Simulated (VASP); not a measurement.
OSZICAR of a VASP run on Zr (relaxed from the simple-cubic structure, space group Pm-3m):

OSZICAR:
```
       N       E                     dE             d eps       ncg     rms          rms(c)
DAV:   1     0.552460705853E+02    0.55246E+02   -0.61994E+03  1136   0.996E+02
DAV:   2    -0.250796060997E+02   -0.80326E+02   -0.78684E+02  1256   0.279E+02
DAV:   3    -0.284972842073E+02   -0.34177E+01   -0.33523E+01  1688   0.466E+01
DAV:   4    -0.285763704759E+02   -0.79086E-01   -0.79004E-01  1352   0.704E+00
DAV:   5    -0.285793473153E+02   -0.29768E-02   -0.29766E-02  1576   0.929E-01    0.121E+01
DAV:   6    -0.210015164123E+02    0.75778E+01   -0.47136E+00  1462   0.188E+01    0.253E+00
DAV:   7    -0.219404682356E+02   -0.93895E+00   -0.96308E-01  1182   0.866E+00    0.106E+00
DAV:   8    -0.217773694933E+02    0.16310E+00   -0.18328E-01  1660   0.350E+00    0.102E+00
DAV:   9    -0.215864820036E+02    0.19089E+00   -0.43327E-01  1134   0.729E+00    0.137E+00
DAV:  10    -0.217491425530E+02   -0.16266E+00   -0.78284E-02  1126   0.319E+00    0.817E-01
DAV:  11    -0.217489845872E+02    0.15797E-03   -0.49397E-03  1210   0.750E-01    0.566E-01
DAV:  12    -0.217378316944E+02    0.11153E-01   -0.54944E-02  1212   0.250E+00    0.119E-01
DAV:  13    -0.217663192720E+02   -0.28488E-01   -0.13054E-02  1194   0.114E+00    0.140E-01
DAV:  14    -0.217672888756E+02   -0.96960E-03   -0.89596E-04  1200   0.313E-01    0.595E-02
DAV:  15    -0.217673356890E+02   -0.46813E-04   -0.79945E-05  1252   0.904E-02    0.434E-02
DAV:  16    -0.217673920362E+02   -0.56347E-04   -0.16750E-04  1122   0.136E-01    0.641E-03
DAV:  17    -0.217673981583E+02   -0.61220E-05   -0.14836E-05  1598   0.325E-02    0.418E-03
DAV:  18    -0.217673976116E+02    0.54672E-06   -0.47891E-07   596   0.731E-03
   1 F= -.21767398E+02 E0= -.21767610E+02  d E =-.217674E+02
       N       E                     dE             d eps       ncg     rms          rms(c)
DAV:   1    -0.228188499768E+02   -0.10515E+01   -0.33647E+01  1280   0.682E+01    0.104E+01
DAV:   2    -0.218310230416E+02    0.98783E+00   -0.22771E+00  1178   0.179E+01    0.255E+00
DAV:   3    -0.217077597675E+02    0.12326E+00   -0.91343E-01  1454   0.903E+00    0.183E+00
DAV:   4    -0.217244980743E+02   -0.16738E-01   -0.12173E-01  1806   0.336E+00    0.914E-01
DAV:   5    -0.217623489907E+02   -0.37851E-01   -0.71133E-02  1154   0.306E+00    0.441E-01
DAV:   6    -0.217826655355E+02   -0.20317E-01   -0.53006E-02  1772   0.206E+00    0.259E-01
DAV:   7    -0.217837582551E+02   -0.10927E-02   -0.94492E-03  1264   0.104E+00    0.861E-02
DAV:   8    -0.217837880352E+02   -0.29780E-04   -0.12291E-03  1482   0.235E-01    0.215E-02
DAV:   9    -0.217838241339E+02   -0.36099E-04   -0.24040E-05  1188   0.559E-02    0.889E-03
DAV:  10    -0.217838229615E+02    0.11724E-05   -0.48179E-06  1302   0.231E-02    0.286E-03
DAV:  11    -0.217838236085E+02   -0.64697E-06   -0.82720E-07   648   0.108E-02
   2 F= -.21783824E+02 E0= -.21783992E+02  d E =-.164260E-01
       N       E                     dE             d eps       ncg     rms          rms(c)
DAV:   1    -0.218960035488E+02   -0.11218E+00   -0.36771E+00  1210   0.232E+01    0.316E+00
DAV:   2    -0.217947907672E+02    0.10121E+00   -0.33298E-01  1240   0.683E+00    0.912E-01
DAV:   3    -0.217832876907E+02    0.11503E-01   -0.10169E-01  1382   0.291E+00    0.524E-01
DAV:   4    -0.217861164250E+02   -0.28287E-02   -0.65242E-03  1162   0.900E-01    0.291E-01
DAV:   5    -0.217876300731E+02   -0.15136E-02   -0.11401E-02  1590   0.104E+00    0.948E-02
DAV:   6    -0.217900411007E+02   -0.24110E-02   -0.21898E-03  1126   0.545E-01    0.474E-02
DAV:   7    -0.217903416496E+02   -0.30055E-03   -0.19970E-04  1688   0.121E-01    0.429E-02
DAV:   8    -0.217903399280E+02    0.17216E-05   -0.31310E-05  1620   0.554E-02    0.409E-03
DAV:   9    -0.217903515969E+02   -0.11669E-04   -0.86866E-06  1384   0.290E-02    0.295E-03
DAV:  10    -0.217903503594E+02    0.12375E-05   -0.12568E-06   840   0.760E-03    0.462E-03
DAV:  11    -0.217903502606E+02    0.98801E-07   -0.12373E-06   786   0.126E-02
   3 F= -.21790350E+02 E0= -.21790881E+02  d E =-.229526E-01
```

Question: Which electronic solver shows in the log?

Answer: It is blocked Davidson (ALGO = Normal, or the opening steps of other solvers). The INCAR had ALGO = Normal.

Question: Can the final energy be trusted as converged?

Answer: Self-consistency was reached. It stopped with EDIFF = 1E-6, NELM = 100, NSW = 60 and EDIFFG = -0.01 after 3 ionic steps (r2SCAN meta-GGA, plane waves, VASP's PBE PAW potentials (set 64)). Energy and stress use the plane-wave basis of the starting cell.

The structure was generated: Zr was put into the simple-cubic type (Pm-3m), which need not be its known phase. This run relaxes it. Symmetry was kept, so distortions that lower it aren't found.
